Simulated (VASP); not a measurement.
Input:

```yaml
crystal:
  lattice:
    - [0.00000, 2.57615, 2.57615]
    - [2.57615, 0.00000, 2.57615]
    - [2.57615, 2.57615, 0.00000]
  atoms:
    - { symbol: Sr, position: [0.00000, 0.00000, 0.00000] }
    - { symbol: O, position: [0.50000, 0.50000, 0.50000] }
```

The numbers are results of r2SCAN+rVV10, VASP's PBE PAW potentials (set 64) (plane waves; VASP 6.6.1), not measurements. Numerical set-up: 520 eV cut-off, 10×10×10 Γ-centred mesh, tetrahedra with Blöchl corrections, potentials Sr_sv O.

**Question.** Estimate the energy per atom (σ→0), band gap (over mesh and band path) with the smallest direct gap where there is one.

**Answer.** 
```yaml
band gap (over mesh and band path): 3.70 eV
smallest direct gap (over mesh and band path): 3.79 eV
energy per atom (σ→0): -13.329 eV/atom
```

The compound is SrO in the rock salt structure. It was relaxed first.
